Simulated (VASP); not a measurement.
Computed with AM05 GGA, VASP's PBE PAW potentials (set 64) (plane waves; VASP 6.6.1).

VASP ran on this input.

File POSCAR:
```
SiC
1
    1.5375698100    -2.6631487886     0.0000000000
    1.5375698100     2.6631487886    -0.0000000000
    0.0000000000     0.0000000000     5.0481351744
Si C
2 2
Direct
  0.6666670000   0.3333330000   0.4995977425
  0.3333330000   0.6666670000   0.9995977425
  0.6666670000   0.3333330000   0.8754022575
  0.3333330000   0.6666670000   0.3754022575
```

**KPOINTS**
```
K-points
0
Gamma
8 8 4
0 0 0
```

**INCAR**
```
ALGO = Normal
EDIFF = 1E-6
EDIFFG = -0.02
ENCUT = 520
GGA = AM
IBRION = 2
ISIF = 3
ISMEAR = 0
LASPH = .TRUE.
LCHARG = .FALSE.
LREAL = .FALSE.
LWAVE = .FALSE.
NELM = 100
NSW = 60
PREC = Accurate
SIGMA = 0.05
SYSTEM = SiC
```

POTCAR, in this order: Si C (PBE.64 set). Program: vasp_std.

Output of the run:

OUTCAR:
```
 ion  position               nearest neighbor table
   1  0.667  0.333  0.500-   4 1.88   4 1.88   4 1.88   3 1.90   2 3.09   2 3.09   2 3.09   2 3.09
                             2 3.09   2 3.09
   2  0.333  0.667  1.000-   3 1.88   3 1.88   3 1.88   4 1.90   1 3.09   1 3.09   1 3.09   1 3.09
                             1 3.09   1 3.09
   3  0.667  0.333  0.875-   2 1.88   2 1.88   2 1.88   1 1.90
   4  0.333  0.667  0.375-   1 1.88   1 1.88   1 1.88   2 1.90
  LATTYP: Found a hexagonal cell.
 ALAT       =     3.0751394100
 C/A-ratio  =     1.6415955511
 Subroutine PRICEL returns:
 Original cell was already a primitive cell.
 Subroutine GETGRP returns: Found 12 space group operations
The static configuration has the point symmetry C_3v.
 The point group associated with its full space group is C_6v.
The dynamic configuration has the point symmetry C_3v.
 Subroutine INISYM returns: Found 12 space group operations
 Subroutine IBZKPT returns following result:
 Found     30 irreducible k-points:

 Following reciprocal coordinates:
            Coordinates               Weight
  0.000000  0.000000  0.000000      1.000000
  0.125000  0.000000  0.000000      6.000000
  0.250000  0.000000  0.000000      6.000000
  0.375000  0.000000  0.000000      6.000000
  0.500000  0.000000  0.000000      3.000000
  0.125000  0.125000  0.000000      6.000000
  0.250000  0.125000  0.000000     12.000000
  0.375000  0.125000  0.000000     12.000000
  0.250000  0.250000  0.000000      6.000000
  0.375000  0.250000  0.000000      6.000000
  0.000000  0.000000  0.250000      2.000000
  0.125000  0.000000  0.250000     12.000000
  0.250000  0.000000  0.250000     12.000000
  0.375000  0.000000  0.250000     12.000000
  0.500000  0.000000  0.250000      6.000000
  0.125000  0.125000  0.250000     12.000000
  0.250000  0.125000  0.250000     24.000000
  0.375000  0.125000  0.250000     24.000000
  0.250000  0.250000  0.250000     12.000000
  0.375000  0.250000  0.250000     12.000000
  0.000000  0.000000  0.500000      1.000000
  0.125000  0.000000  0.500000      6.000000
  0.250000  0.000000  0.500000      6.000000
  0.375000  0.000000  0.500000      6.000000
  0.500000  0.000000  0.500000      3.000000
  0.125000  0.125000  0.500000      6.000000
  0.250000  0.125000  0.500000     12.000000
  0.375000  0.125000  0.500000     12.000000
  0.250000  0.250000  0.500000      6.000000
  0.375000  0.250000  0.500000      6.000000
   k-points           NKPTS =     30   k-points in BZ     NKDIM =     30   number of bands    NBANDS=     12
   number of dos      NEDOS =    301   number of ions     NIONS =      4
   total plane-waves  NPLWV =  23040
   dimension x,y,z NGX =    24 NGY =   24 NGZ =   40
   dimension x,y,z NGXF=    48 NGYF=   48 NGZF=   80
   ions per type =               2   2
   PREC   = accura    normal or accurate (medium, high low for compatibility)
   ISTART =      0    job   : 0-new  1-cont  2-samecut
   ICHARG =      2    charge: 1-file 2-atom 10-const
   ISPIN  =      1    spin polarized calculation?
   LNONCOLLINEAR =      F non collinear calculations
   LSORBIT =      F    spin-orbit coupling
   INIWAV =      1    electr: 0-lowe 1-rand  2-diag
   ENCUT  =  520.0 eV  38.22 Ry    6.18 a.u.   5.72  5.72  9.39*2*pi/ulx,y,z
   NELM   =    100;   NELMIN=  2; NELMDL= -5     # of ELM steps
   EDIFF  = 0.1E-05   stopping-criterion for ELM
   LREAL  =      F    real-space projection
   NLSPLINE    = F    spline interpolate recip. space projectors
   LMAXMIX     =    2 max onsite mixed and CHGCAR
   VOSKOWN=      0    Vosko Wilk Nusair interpolation
   EDIFFG = -.2E-01   stopping-criterion for IOM
   NSW    =     60    number of steps for IOM
   NBLOCK =      1;   KBLOCK =     60    inner block; outer block
...
```

**OSZICAR**
```
       N       E                     dE             d eps       ncg     rms          rms(c)
DAV:   1     0.340174188144E+02    0.34017E+02   -0.74637E+03   720   0.120E+03
DAV:   2    -0.317525387346E+02   -0.65770E+02   -0.60926E+02  1048   0.184E+02
DAV:   3    -0.346143957111E+02   -0.28619E+01   -0.28512E+01   952   0.391E+01
DAV:   4    -0.346441981785E+02   -0.29802E-01   -0.29780E-01   880   0.474E+00
DAV:   5    -0.346446960062E+02   -0.49783E-03   -0.49772E-03   932   0.581E-01    0.126E+01
DAV:   6    -0.313070248415E+02    0.33377E+01   -0.94609E+00   872   0.195E+01    0.584E+00
DAV:   7    -0.311846319141E+02    0.12239E+00   -0.86378E-01   904   0.614E+00    0.243E+00
DAV:   8    -0.311627197274E+02    0.21912E-01   -0.47905E-02   848   0.161E+00    0.515E-01
DAV:   9    -0.311615315838E+02    0.11881E-02   -0.60288E-03   872   0.589E-01    0.150E-01
DAV:  10    -0.311618141821E+02   -0.28260E-03   -0.50723E-04   836   0.175E-01    0.477E-02
DAV:  11    -0.311618324103E+02   -0.18228E-04   -0.83541E-05   868   0.731E-02    0.782E-03
DAV:  12    -0.311618327990E+02   -0.38868E-06   -0.28183E-06   872   0.137E-02
   1 F= -.31161833E+02 E0= -.31161833E+02  d E =-.311618E+02
```

### OUTCAR
```
------------------------ aborting loop because EDIFF is reached ----------------------------------------
  FORCE on cell =-STRESS in cart. coord.  units (eV):
  Direction    XX          YY          ZZ          XY          YZ          ZX
  --------------------------------------------------------------------------------------
  Total        0.0256745      0.0256745     -0.0733714      0.0000000     -0.0000000     -0.0000000
  in kB        0.9949953      0.9949951     -2.8434530      0.0000000     -0.0000000     -0.0000000
  external PRESSURE =      -0.2844875 kB  Pullay stress =       0.0000000 kB
  volume of cell :       41.34
      direct lattice vectors                 reciprocal lattice vectors
     1.537569810 -2.663148789  0.000000000     0.325188487 -0.187747678  0.000000000
     1.537569810  2.663148789  0.000000000     0.325188487  0.187747678  0.000000000
     0.000000000  0.000000000  5.048135174     0.000000000  0.000000000  0.198092952
  FREE ENERGIE OF THE ION-ELECTRON SYSTEM (eV)
  ---------------------------------------------------
  free  energy   TOTEN  =       -31.1618327990 eV

  energy  without entropy=      -31.1618327990  energy(sigma->0) =      -31.16183280

 reached required accuracy - stopping structural energy minimisation
```
(Selected blocks of OUTCAR.)

The compound is SiC in the wurtzite structure, the rare 2H polytype. It was relaxed first. The start is the result of an earlier pass.
